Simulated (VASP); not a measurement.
Here is the system:

```yaml
crystal:
  lattice:
    - [0.00000, 2.86490, 2.86490]
    - [2.86490, 0.00000, 2.86490]
    - [2.86490, 2.86490, 0.00000]
  atoms:
    - { symbol: Na, position: [0.00000, 0.00000, 0.00000] }
    - { symbol: I, position: [0.50000, 0.50000, 0.50000] }
```

Level of theory: PBE GGA, VASP's PBE PAW potentials (set 64) (plane waves; VASP 6.6.1). Numerical set-up: 480 eV cut-off, 6×6×6 Γ-centred mesh, Gaussian smearing of 0.050 eV, potentials Na_pv I.

Unless said otherwise, spin-orbit coupling is left out, though it shifts the bands of the heavy elements here.

What does the run give for the energy per atom (σ→0), pressure, band gap (on the k-mesh) with the smallest direct gap where there is one?

```json
{
  "band gap (on the k-mesh)": "4.54 eV",
  "smallest direct gap (on the k-mesh)": "5.02 eV",
  "energy per atom (σ→0)": "-2.328 eV/atom",
  "pressure": "14.98 GPa"
}
```

The compound is NaI in the rock salt structure. It was relaxed first under an external pressure of 15 GPa.
